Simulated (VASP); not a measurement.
All values below come from PBEsol GGA, VASP's PBE PAW potentials (set 64) (plane waves; VASP).

Input for VASP

### POSCAR
```
InSb
6.5184010
  0.0000000000   0.4999999976   0.4999999976
  0.4999999976   0.0000000000   0.4999999976
  0.4999999976   0.4999999976   0.0000000000
In Sb
1 1
Direct
  0.0000000000   0.0000000000   0.0000000000
  0.2500000000   0.2500000000   0.2500000000
```

File KPOINTS:
```
kpoints
0
G
  11 11 11
0 0 0
```

INCAR:
```
SYSTEM = InSb
PREC = Accurate
ENCUT = 400
EDIFF = 1E-7
NELM = 100
ALGO = Normal
LREAL = .FALSE.
LASPH = .TRUE.
ISMEAR = -5
GGA = PS
LMAXMIX = 4
LWAVE = .FALSE.
LCHARG = .TRUE.
LORBIT = 11
NEDOS = 601
ISIF = 2
```

POTCAR, in this order: In_d Sb (PBE.64 set). Program: vasp_std.

Output

**OSZICAR**
```
       N       E                     dE             d eps       ncg     rms          rms(c)
DAV:   1     0.101903336912E+03    0.10190E+03   -0.69750E+03  1456   0.113E+03
DAV:   2    -0.116875599990E+01   -0.10307E+03   -0.10103E+03  1566   0.280E+02
DAV:   3    -0.766231690661E+01   -0.64936E+01   -0.64645E+01  1871   0.806E+01
DAV:   4    -0.783250930819E+01   -0.17019E+00   -0.17014E+00  1773   0.155E+01
DAV:   5    -0.784119634115E+01   -0.86870E-02   -0.86869E-02  2120   0.280E+00    0.395E+00
DAV:   6    -0.772278605750E+01    0.11841E+00   -0.20413E-01  2006   0.830E+00    0.224E+00
DAV:   7    -0.770046130639E+01    0.22325E-01   -0.74343E-02  1908   0.324E+00    0.617E-01
DAV:   8    -0.769966720810E+01    0.79410E-03   -0.77887E-03  1922   0.122E+00    0.259E-01
DAV:   9    -0.770004086678E+01   -0.37366E-03   -0.74024E-04  1621   0.286E-01    0.718E-02
DAV:  10    -0.770004555534E+01   -0.46886E-05   -0.38670E-05  2019   0.519E-02    0.370E-02
DAV:  11    -0.770006694129E+01   -0.21386E-04   -0.37172E-05  1576   0.553E-02    0.234E-02
DAV:  12    -0.770006742319E+01   -0.48191E-06   -0.11885E-06  1606   0.918E-03    0.594E-03
DAV:  13    -0.770006744610E+01   -0.22909E-07   -0.63583E-07  1591   0.778E-03
   1 F= -.77000674E+01 E0= -.77000674E+01  d E =0.000000E+00
```

### OUTCAR
```
------------------------ aborting loop because EDIFF is reached ----------------------------------------
  FORCE on cell =-STRESS in cart. coord.  units (eV):
  Direction    XX          YY          ZZ          XY          YZ          ZX
  --------------------------------------------------------------------------------------
  Total        0.0054289      0.0054289      0.0054289     -0.0000000      0.0000000     -0.0000000
  in kB        0.1256196      0.1256196      0.1256196     -0.0000000      0.0000000     -0.0000000
  external PRESSURE =       0.1256196 kB  Pullay stress =       0.0000000 kB
  volume of cell :       69.24
      direct lattice vectors                 reciprocal lattice vectors
     0.000000000  3.259200484  3.259200484    -0.153411857  0.153411857  0.153411857
     3.259200484  0.000000000  3.259200484     0.153411857 -0.153411857  0.153411857
     3.259200484  3.259200484  0.000000000     0.153411857  0.153411857 -0.153411857
  FREE ENERGIE OF THE ION-ELECTRON SYSTEM (eV)
  ---------------------------------------------------
  free  energy   TOTEN  =        -7.7000674461 eV

  energy  without entropy=       -7.7000674461  energy(sigma->0) =       -7.70006745

 total charge

# of ion       s       p       d       tot
------------------------------------------
    1        0.872   0.701   9.864  11.437
    2        1.141   1.319   0.019   2.479
--------------------------------------------------
tot          2.013   2.020   9.883  13.916
```
(Selected blocks of OUTCAR.)

For a metal the tetrahedron method with Blöchl corrections gives inexact stress and forces.

The compound is InSb in the zinc blende structure. It was relaxed first.
